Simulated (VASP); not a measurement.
Given:

```yaml
crystal:
  lattice:
    - [0.00000, 2.59590, 2.59590]
    - [2.59590, 0.00000, 2.59590]
    - [2.59590, 2.59590, 0.00000]
  atoms:
    - { symbol: Zr, position: [0.00000, 0.00000, 0.00000] }
    - { symbol: O, position: [0.25000, 0.25000, 0.25000] }
    - { symbol: O, position: [0.75000, 0.75000, 0.75000] }
```

These are PBE GGA, VASP's PBE PAW potentials (set 64) (plane waves; VASP) values and carry that method's errors. Settings: 520 eV cut-off, 7×7×7 Γ-centred mesh, Gaussian smearing of 0.050 eV, potentials Zr_sv O.

What does the run give for the energy per atom (σ→0), pressure?

```yaml
energy per atom (σ→0): -9.509 eV/atom
pressure: -9.27 GPa
```

Only differences to runs with the same potentials and settings are physical.

The compound is ZrO2 in the fluorite structure, the high-temperature cubic form, which is unstable at 0 K; the monoclinic form is the stable one. The cell was not relaxed at this level.
